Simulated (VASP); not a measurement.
VASP input:

**INCAR**
```
SYSTEM = Pt
PREC = Accurate
ENCUT = 400
EDIFF = 1E-6
NELM = 100
ALGO = Normal
LREAL = .FALSE.
LASPH = .TRUE.
ISMEAR = 1
SIGMA = 0.1
GGA = PE
LMAXMIX = 6
LWAVE = .FALSE.
LCHARG = .FALSE.
ISIF = 2
```

KPOINTS:
```
Automatic mesh
0
Gamma
12 12 12
0 0 0
```

File POSCAR:
```
Pt
1
    0.0000000000     1.9991674562     1.9992157550
    1.9991722175     0.0000000000     1.9991600229
    1.9992010150     1.9991706142     0.0000000000
Pt
1
Direct
  0.0000000000   0.0000000000   0.0000000000
```

POTCAR, in this order: Pt (PBE.64 set). Program: vasp_std.

The resulting files:

File standard output:
```
 POSCAR found type information on POSCAR Pt
 POSCAR found :  1 types and       1 ions
 Reading from existing POTCAR
 Reading from existing POTCAR

 -----------------------------------------------------------------------------
|                                                                             |
|           W    W    AA    RRRRR   N    N  II  N    N   GGGG   !!!           |
|           W    W   A  A   R    R  NN   N  II  NN   N  G    G  !!!           |
|           W    W  A    A  R    R  N N  N  II  N N  N  G       !!!           |
|           W WW W  AAAAAA  RRRRR   N  N N  II  N  N N  G  GGG   !            |
|           WW  WW  A    A  R   R   N   NN  II  N   NN  G    G                |
|           W    W  A    A  R    R  N    N  II  N    N   GGGG   !!!           |
|                                                                             |
|     Inconsistent Bravais lattice types found for crystalline and            |
|     reciprocal lattice:                                                     |
|                                                                             |
|        Crystalline: rhombohedral (trigonal)                                 |
|        Reciprocal : base-centered monoclinic                                |
|                    (instead of rhombohedral (trigonal))                     |
|                                                                             |
|     In most cases this is due to inaccuracies in the specification of       |
|     the crytalline lattice vectors.                                         |
|                                                                             |
|     Suggested SOLUTIONS:                                                    |
|      ) Refine the lattice parameters of your structure,                     |
|      ) and/or try changing SYMPREC.                                         |
|                                                                             |
 -----------------------------------------------------------------------------

 LDA part: xc-table for (Slater+PW92), standard interpolation

 -----------------------------------------------------------------------------
|                                                                             |
|     EEEEEEE  RRRRRR   RRRRRR   OOOOOOO  RRRRRR      ###     ###     ###     |
|     E        R     R  R     R  O     O  R     R     ###     ###     ###     |
|     E        R     R  R     R  O     O  R     R     ###     ###     ###     |
|     EEEEE    RRRRRR   RRRRRR   O     O  RRRRRR       #       #       #      |
|     E        R   R    R   R    O     O  R   R                               |
|     E        R    R   R    R   O     O  R    R      ###     ###     ###     |
|     EEEEEEE  R     R  R     R  OOOOOOO  R     R     ###     ###     ###     |
|                                                                             |
|     IBZKPT: not all point group operations associated with the symmetry     |
|     operators of the crystalline lattice are members of the point group     |
|     of the reciprocal lattice.                                              |
|                                                                             |
|       ---->  I REFUSE TO CONTINUE WITH THIS SICK JOB ... BYE!!! <----       |
|                                                                             |
 -----------------------------------------------------------------------------
```

Task: Read the log: what went wrong, and how is it fixed?

Result: The cause: the lattice vectors carry noise near SYMPREC. VASP stops with an error: IBZKPT: not all point group operations associated with the symmetry operators of the crystalline lattice are members of the point group of the reciprocal lattice. ----> I REFUSE TO CONTINUE WITH THIS SICK JOB ... BYE!!! <---- To mend it, correct POSCAR.
### POSCAR
```
Pt
1
    0.0000000000     1.9992000000     1.9992000000
    1.9992000000     0.0000000000     1.9992000000
    1.9992000000     1.9992000000     0.0000000000
Pt
1
Direct
  0.0000000000   0.0000000000   0.0000000000
```
The mended run (PBE GGA, plane waves, VASP's PBE PAW potentials (set 64)) converges, and its OSZICAR ends with
```
   1 F= -.60945944E+01 E0= -.60939170E+01  d E =-.203214E-02
```

The compound is Pt in the fcc structure. The cell was not relaxed at this level.
